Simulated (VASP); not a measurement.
Here is the system:

```
CELL_PARAMETERS angstrom
      2.73225     0.00000     0.00000
      0.00000     2.73225     0.00000
      0.00000     0.00000     3.72574
ATOMIC_POSITIONS crystal
  Fe 0.00000 0.00000 0.00000
  Pt 0.50000 0.50000 0.50000
```
Starting moments (μB, in the order of the record's atoms Fe Pt): 3.3 0.3.

Calculation: r2SCAN meta-GGA, VASP's PBE PAW potentials (set 64) (plane waves; VASP). Run with 480 eV cut-off, 12×12×10 Γ-centred mesh, first-order Methfessel-Paxton smearing of 0.10 eV, potentials Fe Pt.

Unless said otherwise, spin-orbit coupling is left out, though it shifts the bands of the heavy elements here.

What does the run give for the cell moment, energy per atom (σ→0), band gap (on the k-mesh) with the smallest direct gap where there is one?

- band gap (on the k-mesh): none (metal, semimetal or under 0.01 eV)
- cell moment: 3.55 μB
- energy per atom (σ→0): -33.272 eV/atom

Give the moment on each site (PAW-sphere projection).

| site | moment (μB) |
|---|---|
| Fe1 | 3.25 |
| Pt2 | 0.34 |

Total energies compare only between runs with the same potentials, cut-off and functional.

The compound is FePt in the L1_0 structure. It was relaxed first.
